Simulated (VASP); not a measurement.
Given:

```
CELL_PARAMETERS angstrom
      1.34895     0.77882     3.86234
     -1.34895     0.77882     3.86234
      0.00000    -1.55763     3.86234
ATOMIC_POSITIONS crystal
  Al 0.00000 0.00000 0.00000
  Ni 0.50000 0.50000 0.50000
```

The numbers are results of PBEsol GGA with spin-orbit coupling, VASP's PBE PAW potentials (set 64) (plane waves; VASP 6.6.1), not measurements. Settings: 400 eV cut-off, 14×14×14 Γ-centred mesh, Gaussian smearing of 0.050 eV, potentials Al Ni.

Task: Give the energies of bands 5 to 18 at the high-symmetry points, in eV from the Fermi level.

Result: 
```
band      Γ      T     H2      L     S0      F
----  -----  -----  -----  -----  -----  -----
5     -1.84  -2.49  -3.08  -3.53  -3.15  -3.32
6     -1.84  -2.49  -3.08  -3.53  -3.15  -3.32
7     -1.75  -1.84  -2.58  -2.52  -2.62  -2.31
8     -1.75  -1.84  -2.58  -2.52  -2.62  -2.31
9     -1.66  -1.66  -2.13  -1.68  -2.19  -1.57
10    -1.66  -1.66  -2.13  -1.68  -2.19  -1.57
11    -1.36  -1.29  -0.52  -0.44  -0.41  -0.44
12    -1.36  -1.29  -0.52  -0.44  -0.41  -0.44
13    -1.26  -1.20   0.79   0.44   0.71  -0.25
14    -1.26  -1.20   0.79   0.44   0.71  -0.25
15     2.75   9.71   2.04   2.65   1.93   1.19
16     2.75   9.71   2.04   2.65   1.93   1.19
17    14.59  13.41   2.36   5.65   3.24   4.12
18    14.60  13.41   2.36   5.65   3.24   4.12
```

It has no gap at this level: it comes out as a metal or semimetal.

The structure was generated: AlNi was put into the CuPt type (R-3m), which need not be its known phase. It was relaxed first, which changed the volume by -8 %.
